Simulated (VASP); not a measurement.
```yaml
crystal:
  lattice:
    - [0.00000, 2.92554, 2.92554]
    - [2.92554, 0.00000, 2.92554]
    - [2.92554, 2.92554, 0.00000]
  atoms:
    - { symbol: Li, position: [0.25000, 0.25000, 0.25000] }
    - { symbol: Li, position: [0.75000, 0.75000, 0.75000] }
    - { symbol: Se, position: [0.00000, 0.00000, 0.00000] }
```

These are MS2 meta-GGA, VASP's PBE PAW potentials (set 64) (plane waves; VASP 6.6.1) values and carry that method's errors. Numerical set-up: 520 eV cut-off, 7×7×7 Γ-centred mesh, Gaussian smearing of 0.050 eV, potentials Li_sv Se.

Estimate the energy per atom (σ→0), pressure.

```yaml
energy per atom (σ→0): -4.651 eV/atom
pressure: 1.28 GPa
```

Total energies compare only between runs with the same potentials, cut-off and functional.

The compound is Li2Se in the antifluorite structure. This cell is one point of a volume scan, at 0.97 of the reference volume.
